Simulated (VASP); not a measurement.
Consider the following.

```
Se
1.0
    2.25247    -3.90140     0.00000
    2.25247     3.90140     0.00000
    0.00000     0.00000     5.05026
Se
3
Direct
  0.00000   0.21987   0.66667
  0.78013   0.78013   0.00000
  0.21987   0.00000   0.33333
```

Level of theory: PBE GGA, VASP's PBE PAW potentials (set 64) (plane waves; VASP). Settings: 400 eV cut-off, 6×6×5 Γ-centred mesh, Gaussian smearing of 0.050 eV, potentials Se.

Without a dispersion term in the relaxation, distances and binding between the weakly bound layers, chains or molecules are unreliable, and so is what depends on them.

Question: Predict the energy per atom (σ→0).

Answer: 
```
Property                       Result
---------------------  --------------
energy per atom (σ→0)  -3.504 eV/atom
```

Total energies compare only between runs with the same potentials, cut-off and functional.

The compound is Se in the trig structure. It was relaxed first, which changed the volume by +8 %. The start is the result of an earlier pass.
